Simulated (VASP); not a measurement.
Here is the system:

```
CELL_PARAMETERS angstrom
      3.18365     0.00000     0.00000
      0.00000     3.18365     0.00000
      0.00000     0.00000     3.18365
ATOMIC_POSITIONS crystal
  In 0.50000 0.50000 0.50000
  Pd 0.00000 0.00000 0.00000
```

Method: PBEsol GGA, VASP's PBE PAW potentials (set 64) (plane waves; VASP). Settings: 520 eV cut-off, 11×11×11 Γ-centred mesh, first-order Methfessel-Paxton smearing of 0.10 eV, potentials In_d Pd.

Task: Give the stress tensor in GPa (positive for a compressed cell).

Result: 
```
9.71  0.00  0.00
0.00  9.71  0.00
0.00  0.00  9.71
```
The pressure is its mean diagonal, 9.71 GPa.

The compound is PdIn in the CsCl type structure. This cell is one point of a volume scan, at 0.94 of the reference volume. The electron count is odd and the run is not spin-polarised, which forces a metal.
